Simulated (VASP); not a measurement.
# Be3GeTe (Pm-3m) in VASP: phonons with PBE

Aim: the phonons of Be3GeTe with PBE.

All numbers are computed with VASP 6.6.1; they aren't measurements. Logs are shortened: lines on timing, memory, paths and dates and some standing lists are left out, and cuts for length are marked.

### Step 1. The crystal as given

The structure is cubic, space group Pm-3m (No. 221). Conventional cell: a = 4.555 Å, b = 4.555 Å, c = 4.555 Å, α = 90.00°, β = 90.00°, γ = 90.00°. Around Ge (site symmetry m-3m) lie 12 Be at 3.22 Å. Te (site symmetry m-3m) is surrounded by 6 Be at 2.28 Å. Be (site symmetry 4/mmm) has 2 Te at 2.28 Å as nearest neighbours.

The cell comes from a database or a generator and needn't be the stable form of this composition.

### Step 2. Phonons, PBE

File INCAR:

```
PREC = Accurate
ENCUT = 520
EDIFF = 1E-8
ISMEAR = -1
SIGMA = 0.15
LREAL = F
LASPH = T
NELM = 100
ALGO = Normal
ISIF = 2
LWAVE = F
LCHARG = T
GGA = PE
IBRION = 8
NSW = 1
```

File KPOINTS:

```
regular mesh
0
Gamma
  8 8 8
```

File POSCAR:

```
Be3GeTe
1.0
    4.5548000000      0.0000000000      0.0000000000
    0.0000000000      4.5548000000      0.0000000000
    0.0000000000      0.0000000000      4.5548000000
Ge Te Be
1 1 3
Direct
    0.0000000000      0.0000000000      0.0000000000
    0.5000000000      0.5000000000      0.5000000000
    0.5000000000      0.5000000000      0.0000000000
    0.5000000000      0.0000000000      0.5000000000
    0.0000000000      0.5000000000      0.5000000000
```

Potentials or basis: VASP PAW PBE potentials, release 64 (Ge_d, Te, Be).

Command:

```sh
> cat potpaw_PBE.64/Ge_d/POTCAR potpaw_PBE.64/Te/POTCAR potpaw_PBE.64/Be/POTCAR > POTCAR
> mpirun -np 1 vasp_std > vasp.out
```

OUTCAR:

```text
PREC = Accurate
   ENCUT = 520
   EDIFF = 1E-8
   ISMEAR = -1
   LREAL = F
   LASPH = T
   NELM = 100
   ISIF = 2
   GGA = PE
   IBRION = 8
   NSW = 1

 ion  position               nearest neighbor table
   1  0.000  0.000  0.000-
   2  0.500  0.500  0.500-   3 2.28   4 2.28   5 2.28   3 2.28   4 2.28   5 2.28
   3  0.500  0.500  0.000-   2 2.28   2 2.28
   4  0.500  0.000  0.500-   2 2.28   2 2.28
   5  0.000  0.500  0.500-   2 2.28   2 2.28

  LATTYP: Found a simple cubic cell.
 ALAT       =     4.5548000000

  Lattice vectors:

 A1 = (   4.5548000000,   0.0000000000,   0.0000000000)
 A2 = (   0.0000000000,   4.5548000000,   0.0000000000)
 A3 = (   0.0000000000,   0.0000000000,   4.5548000000)

Analysis of symmetry for initial positions (statically):
=====================================================================
 Subroutine PRICEL returns:
 Original cell was already a primitive cell.

 Routine SETGRP: Setting up the symmetry group for a
 simple cubic supercell.

 Subroutine GETGRP returns: Found 48 space group operations
 (whereof 48 operations were pure point group operations)
 out of a pool of 48 trial point group operations.

The static configuration has the point symmetry O_h .

Analysis of symmetry for dynamics (positions and initial velocities):
=====================================================================
 Subroutine PRICEL returns:
 Original cell was already a primitive cell.

 Routine SETGRP: Setting up the symmetry group for a
 simple cubic supercell.
[... 698 lines left out ...]
  ---------------------------------------------------
  free energy    TOTEN  =        -0.01019344 eV

  energy without entropy =       -0.01019345

------------------------ aborting loop because EDIFF is reached ----------------------------------------

 INTERNAL STRAIN TENSOR  FOR ION    3  DIRECTION 3   (eV/Angst):
 -----------------------------------------------------------------------------
     0.01279  0.00000  0.00000
     0.00000  0.01279  0.00000
     0.00000  0.00000 -0.01478

 INTERNAL STRAIN TENSOR FOR ION    5 for displacements in x,y,z  (eV/Angst):
          X           Y           Z          XY          YZ          ZX
  --------------------------------------------------------------------------------
  x     0.00000     0.00000     0.00000     0.00000     0.00000     0.00000
  y     0.00000     0.00000     0.00000     0.00000     0.00000     0.00000
  z     0.00000     0.00000     0.00000     0.00000     0.00000     0.00000

 SECOND DERIVATIVES (NOT SYMMETRIZED)
 ------------------------------------
               1X          1Y          1Z          2X          2Y          2Z          3X          3Y          3Z          4X          4Y          4Z          5X          5Y          5Z
  1X     1.011485    0.000000    0.000000    0.967088    0.000000    0.000000   -1.135923    0.000000   -0.000000   -1.135923   -0.000000    0.000000    0.293272    0.000000    0.000000
  1Y     0.000000    1.011485    0.000000    0.000000    0.967088    0.000000    0.000000   -1.135923   -0.000000    0.000000    0.293272    0.000000   -0.000000   -1.135923    0.000000
  1Z     0.000000    0.000000    1.011485   -0.000000    0.000000    0.967088    0.000000    0.000000    0.293272   -0.000000    0.000000   -1.135923   -0.000000   -0.000000   -1.135923
  2X     0.954624   -0.000000    0.000000  -10.591050    0.000000    0.000000   -3.362031   -0.000000    0.000000   -3.362031    0.000000    0.000000   16.360488    0.000000   -0.000000
  2Y     0.000000    0.954624   -0.000000    0.000000  -10.591050    0.000000   -0.000000   -3.362031   -0.000000    0.000000   16.360488    0.000000    0.000000   -3.362031   -0.000000
  2Z    -0.000000   -0.000000    0.954624    0.000000    0.000000  -10.591050    0.000000    0.000000   16.360488   -0.000000   -0.000000   -3.362031   -0.000000   -0.000000   -3.362031
  3X    -1.152106    0.000000    0.000000   -3.362900    0.000000    0.000000    4.907924    0.000000    0.000000   -0.189430    0.000000    0.000000   -0.203488    0.000000    0.000000
  3Y     0.000000   -1.152106    0.000000    0.000000   -3.362900    0.000000    0.000000    4.907924    0.000000    0.000000   -0.203488    0.000000    0.000000   -0.189430    0.000000
  3Z     0.000000    0.000000    0.276390    0.000000    0.000000   16.359791    0.000000    0.000000  -16.229706    0.000000   -0.000000   -0.203237    0.000000   -0.000000   -0.203237
  4X    -1.152106    0.000000    0.000000   -3.362900    0.000000    0.000000   -0.189430    0.000000    0.000000    4.907924    0.000000    0.000000   -0.203488    0.000000    0.000000
  4Y     0.000000    0.276390    0.000000    0.000000   16.359791    0.000000   -0.000000   -0.203237    0.000000   -0.000000  -16.229706   -0.000000    0.000000   -0.203237   -0.000000
  4Z     0.000000    0.000000   -1.152106    0.000000    0.000000   -3.362900    0.000000    0.000000   -0.203488    0.000000    0.000000    4.907924    0.000000    0.000000   -0.189430
  5X     0.276390    0.000000    0.000000   16.359791    0.000000    0.000000   -0.203237   -0.000000    0.000000   -0.203237    0.000000   -0.000000  -16.229706   -0.000000   -0.000000
  5Y     0.000000   -1.152106    0.000000    0.000000   -3.362900    0.000000    0.000000   -0.189430    0.000000    0.000000   -0.203488    0.000000    0.000000    4.907924    0.000000
  5Z     0.000000    0.000000   -1.152106    0.000000    0.000000   -3.362900    0.000000    0.000000   -0.203488    0.000000    0.000000   -0.189430    0.000000    0.000000    4.907924

 Eigenvectors and eigenvalues of the dynamical matrix
 ----------------------------------------------------

   1 f  =   21.701367 THz   136.353713 2PiTHz  723.879697 cm-1    89.749604 meV
             X         Y         Z           dx          dy          dz
      0.000000  0.000000  0.000000     0.004312    0.000047   -0.000000
      2.277400  2.277400  2.277400     0.253207    0.002739    0.000000
      2.277400  2.277400  0.000000     0.001417    0.000015   -0.000000
      2.277400  0.000000  2.277400     0.001417   -0.010465   -0.000000
      0.000000  2.277400  2.277400    -0.967340    0.000015    0.000000
[... 105 lines left out ...]
  15 f/i=   11.809861 THz    74.203547 2PiTHz  393.934568 cm-1    48.841640 meV
             X         Y         Z           dx          dy          dz
      0.000000  0.000000  0.000000     0.010991   -0.113768   -0.009414
      2.277400  2.277400  2.277400     0.024483   -0.253424   -0.020969
      2.277400  2.277400  0.000000    -0.064904    0.671827   -0.005368
      2.277400  0.000000  2.277400    -0.064904   -0.064874    0.055589
      0.000000  2.277400  2.277400     0.006267    0.671827    0.055589

--------------------------------------------------------------------------------------------------------

 ELASTIC MODULI CONTR FROM IONIC RELAXATION (kBar)
 Direction    XX          YY          ZZ          XY          YZ          ZX
 --------------------------------------------------------------------------------
 XX           0.0000      0.0000      0.0000      0.0000      0.0000      0.0000
 YY           0.0000      0.0000      0.0000      0.0000      0.0000      0.0000
 ZZ           0.0000      0.0000      0.0000      0.0000      0.0000      0.0000
 XY           0.0000      0.0000      0.0000      0.0000      0.0000      0.0000
 YZ           0.0000      0.0000      0.0000      0.0000      0.0000      0.0000
 ZX           0.0000      0.0000      0.0000      0.0000      0.0000      0.0000
 --------------------------------------------------------------------------------
```

OSZICAR:

```text
N       E                     dE             d eps       ncg     rms          rms(c)
DAV:   1     0.139986001639E+03    0.13999E+03   -0.12317E+04  1259   0.223E+03
DAV:   2     0.534353922005E+01   -0.13464E+03   -0.13258E+03  1270   0.443E+02
DAV:   3    -0.116921381349E+02   -0.17036E+02   -0.16761E+02  1605   0.119E+02
DAV:   4    -0.122477829189E+02   -0.55564E+00   -0.54798E+00  1503   0.205E+01
[... 77 lines left out ...]
RMM:   9    -0.101934233488E-01    0.11571E-06   -0.18011E-08  5247   0.111E-04    0.303E-05
RMM:  10    -0.101934509628E-01   -0.27614E-07    0.45290E-08  5264   0.565E-05    0.558E-06
RMM:  11    -0.101934337310E-01    0.17232E-07   -0.28624E-08  5185   0.397E-05    0.163E-06
RMM:  12    -0.101934361803E-01   -0.24493E-08    0.27073E-08  4440   0.338E-05    0.648E-07
 Linear response finished
```

Wall time 5.8 min (1 thread of Intel Xeon 6975P-C (Granite Rapids), shared host); peak memory 0.61 GiB.

What came out:

```
Highest phonon frequency at Γ, LO-TO splitting left out : 724 cm⁻¹
Most unstable mode                                      : 394i cm⁻¹
```

Phonon frequencies in cm⁻¹ (negative: imaginary):
```tsv
q point	frequencies
(0.000, 0.000, 0.000)	-394 -394 -394 -392 -392 -392 -52 -52 -52 1 1 1 724 724 724
```

Caveat: the atoms weren't relaxed first, which shifts response properties; some modes are imaginary.
